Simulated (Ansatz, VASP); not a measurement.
**Mg2C in VASP and in Ansatz**

```
C Mg
1.0
     0.00000    2.71094    2.71094
     2.71094    0.00000    2.71094
     2.71094    2.71094    0.00000
C Mg
1 2
Direct
  0.00000 0.00000 0.00000
  0.25000 0.25000 0.25000
  0.75000 0.75000 0.75000
```

The cell was built by a generator and needn't be a form met in nature.

Alike in both runs: task single point; functional r2SCAN; k mesh 6 × 6 × 6; no spin polarisation.

```csv
,VASP,Ansatz
version,VASP 6.6.1,Ansatz 0.2.0
potentials or method,"VASP PAW PBE potentials, release 64 (C, Mg)","plane waves, PAW"
plane-wave cutoff (eV),520,500
occupations,"gaussian, width 0.01 eV",fixed
valence electrons in the cell,8,24
```

Ansatz gave:

```
gap on the k mesh at the Fermi level (eV) : 1.11
pressure (GPa)                            : 0.0
```

**Question.** Which values does VASP return?

**Answer.** gap on the k mesh at the Fermi level (eV): 1.11; pressure (GPa): -0.4.

The two sets of potentials don't hold the same shells in valence.

Caveats: the PAW data sets were made with another functional, which shifts forces and pressure a little (VASP). A k mesh can miss the band edges. r2SCAN opens gaps a little over a GGA but as a rule still falls short of measured ones.
